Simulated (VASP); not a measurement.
```
CoSi2
1.0
    4.11936     0.00000     0.00000
   -2.05968     3.56747     0.00000
    0.00000     0.00000     2.47586
Co Si
1 2
Direct
  0.00000   0.00000   0.00000
  0.33333   0.66667   0.50000
  0.66667   0.33333   0.50000
```

Calculation: PBEsol GGA, VASP's PBE PAW potentials (set 64) (plane waves; VASP 6.6.1). Numerical set-up: 400 eV cut-off, Gaussian smearing of 0.050 eV, potentials Co Si.

Estimate the band gap (along the path) with the smallest direct gap where there is one.

```json
{
 "band gap (along the path)": "none (metal, semimetal or under 0.01 eV)"
}
```

The structure was generated: CoSi2 was put into the AlB2 type (P6/mmm), which need not be its known phase. It was relaxed first, which changed the volume by -51 %. The run is not spin-polarised, so no magnetic state was tried. The electron count is odd and the run is not spin-polarised, which forces a metal.
